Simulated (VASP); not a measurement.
Data:

```
CELL_PARAMETERS angstrom
      2.30761    -3.99690     0.00000
      2.30761     3.99690     0.00000
      0.00000     0.00000     5.90311
ATOMIC_POSITIONS crystal
  Te 0.00000 0.25469 0.66667
  Te 0.74531 0.74531 0.00000
  Te 0.25469 0.00000 0.33333
```

Calculation: r2SCAN meta-GGA, VASP's PBE PAW potentials (set 64) (plane waves; VASP). Settings: 520 eV cut-off, 8×8×5 Γ-centred mesh, tetrahedra with Blöchl corrections, potentials Te.

The path is coarsely sampled, so an indirect gap can come out somewhat too large. Unless said otherwise, spin-orbit coupling is left out, though it shifts the bands of the heavy elements here.

Task: What does the run give for the energy per atom (σ→0), band gap (over mesh and band path) with the smallest direct gap where there is one?

Result: 
```yaml
band gap (over mesh and band path): 0.50 eV
smallest direct gap (over mesh and band path): 0.55 eV
energy per atom (σ→0): -25.416 eV/atom
```

The absolute energy has meaning only against runs of the same code, potentials and settings.

The compound is Te in the trig structure. It was relaxed first, which changed the volume by +7 %.
